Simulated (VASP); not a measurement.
Here is the system:

```xyz
2
Lattice="2.8502 0.0000 0.0000 0.0000 2.8502 0.0000 0.0000 0.0000 2.8502" Properties=species:S:1:pos:R:3 pbc="T T T"
Be     0.0000     0.0000     0.0000
S      1.4251     1.4251     1.4251
```

Method: PBEsol GGA, VASP's PBE PAW potentials (set 64) (plane waves; VASP 6.6.1). Numerical set-up: 500 eV cut-off, 13×13×13 Γ-centred mesh, first-order Methfessel-Paxton smearing of 0.10 eV, potentials Be S.

Question: What does the run give for the energy per atom (σ→0), pressure, band gap (on the k-mesh) with the smallest direct gap where there is one?

Answer: 
```json
{
  "band gap (on the k-mesh)": "none (metal, semimetal or under 0.01 eV)",
  "energy per atom (σ→0)": "-3.858 eV/atom",
  "pressure": "5.04 GPa"
}
```

Only differences to runs with the same potentials and settings are physical.

The structure was generated: BeS was put into the CsCl type type (Pm-3m), which need not be its known phase. It was relaxed first under an external pressure of 5 GPa.
